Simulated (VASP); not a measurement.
An input for Quantum ESPRESSO's pw.x (written as the equivalent of a VASP run, and not itself run):

```
&CONTROL
  calculation = 'vc-relax'
  pseudo_dir = './pseudo'
  outdir = './out'
  tprnfor = .true.
  tstress = .true.
  nstep = 60
  forc_conv_thr = 0.00039
/
&SYSTEM
  ibrav = 0
  nat = 2
  ntyp = 1
  ecutwfc = 100
  occupations = 'smearing'
  smearing = 'methfessel-paxton'
  degauss = 0.00735
  input_dft = 'vdw-df-obk8'
/
&ELECTRONS
  conv_thr = 7.3e-08
  electron_maxstep = 100
/
&IONS
/
&CELL
/
ATOMIC_SPECIES
  Lu 174.967 Lu.upf
CELL_PARAMETERS angstrom
     1.7500000   -3.0310890    0.0000000
     1.7500000    3.0310890    0.0000000
     0.0000000    0.0000000    5.5500000
ATOMIC_POSITIONS crystal
  Lu   0.3333330  0.6666670  0.2500000
  Lu   0.6666670  0.3333330  0.7500000
K_POINTS automatic
  11 11 6 0 0 0
```

Write the VASP files for the same calculation (optB88-vdW).

This is not unique; one that fits is 
File KPOINTS:
```
Automatic mesh
0
Gamma
11 11 6
0 0 0
```

### POSCAR
```
Lu
1
    1.7500000000    -3.0310890000     0.0000000000
    1.7500000000     3.0310890000     0.0000000000
    0.0000000000     0.0000000000     5.5500000000
Lu
2
Direct
  0.3333330000   0.6666670000   0.2500000000
  0.6666670000   0.3333330000   0.7500000000
```

### INCAR
```
! general
SYSTEM   = Lu
PREC     = Accurate
ENCUT    = 520   ! plane-wave cut-off (eV)
LREAL    = F   ! projection in real space or not
LASPH    = T   ! aspherical one-centre terms

! electronic loop
EDIFF    = 1E-6   ! SCF stop (eV)
NELM     = 100   ! most electronic steps
ALGO     = Normal   ! blocked Davidson
LMAXMIX  = 6

! smearing
ISMEAR   = 1   ! Methfessel-Paxton
SIGMA    = 0.1

! functional
GGA      = BO
LUSE_VDW = T
AGGAC    = 0.0
PARAM1   = 0.1833333333
PARAM2   = 0.22

! ions
IBRION   = 2   ! conjugate gradients
NSW      = 60
ISIF     = 3
EDIFFG   = -0.01

! output
LWAVE    = F
LCHARG   = F
```

POTCAR, in this order: Lu_3 (PBE.64 set). Program: vasp_std.

The two are equivalent in intent, not identical: the potentials are each code's own (VASP's PAW set, PseudoDojo norm-conserving files in pw.x), so ENCUT and ecutwfc are chosen apart and not converted; conv_thr bounds pw.x's estimated SCF error, while EDIFF bounds the energy change between steps; forc_conv_thr acts on force components and is met together with etot_conv_thr.

The compound is Lu in the hcp structure. This run relaxes it. Symmetry was kept, so distortions that lower it aren't found.
